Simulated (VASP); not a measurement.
Energy against volume of Rh (fcc). Computed with r2SCAN meta-GGA, VASP's PBE PAW potentials (set 64) (plane waves; VASP 6.6.1).

```json
[
 {"V (Å³/atom)": "12.944", "E (eV/atom)": "-24.08572"},
 {"V (Å³/atom)": "13.357", "E (eV/atom)": "-24.12433"},
 {"V (Å³/atom)": "13.770", "E (eV/atom)": "-24.13656"},
 {"V (Å³/atom)": "14.183", "E (eV/atom)": "-24.12686"},
 {"V (Å³/atom)": "14.596", "E (eV/atom)": "-24.09893"}
]
```

Q: Fit a third-order Birch-Murnaghan equation of state.

A: 
```
Quantity                                        Result
---------------------------------------  -------------
volume per atom                          13.78 Å³/atom
bulk modulus                                   282 GPa
pressure derivative of the bulk modulus           5.16
lattice constant a                             3.806 Å
```

Measured: bulk modulus 271 GPa at 0 K (computed value off by +3.9 %), as given by H. Levämäki et al., Physical Review B (2014), arXiv:1402.3671 [corrected for temperature and zero-point phonon effects]; a 3.794 Å at 0 K (computed value off by +0.3 %), as given by Daniel Mejia-Rodriguez et al., Physical Review B (2018), arXiv:1807.09216 [static lattice: zero-point anharmonic expansion removed].

The compound is Rh in the fcc structure. It was relaxed first.
